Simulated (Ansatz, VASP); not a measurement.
Two plane-wave programs on TaTl

```xyz
2
Lattice="3.6221 0.0000 0.0000 0.0000 3.6221 0.0000 0.0000 0.0000 3.6221" Properties=species:S:1:pos:R:3 pbc="T T T"
Ta    0.0000    0.0000    0.0000
Tl    1.8111    1.8111    1.8111
```

The cell was built by a generator and needn't be a form met in nature.

Alike in both runs: task band structure; functional PBE; k mesh 7 × 7 × 7; occupations fermi-dirac, width 0.05 eV; no spin polarisation.

```csv
,VASP,Ansatz
version,VASP 6.6.1,Ansatz 0.2.0
potentials or method,"VASP PAW PBE potentials, release 54 (Ta, Tl)",Ansatz PAW
plane-wave cutoff (eV),600,420
valence electrons in the cell,8,26
```

```tsv
	VASP	Ansatz	Ansatz less VASP
gap on the k mesh at the Fermi level (eV)	none	none	-
pressure (GPa)	-13.3	-13.5	-0.19
```

A gap of «none» marks a metal or a gap that the smearing closes. The two sets of potentials don't hold the same shells in valence.

Caveats: spin-orbit coupling is left out, which moves the levels of the heavy elements.
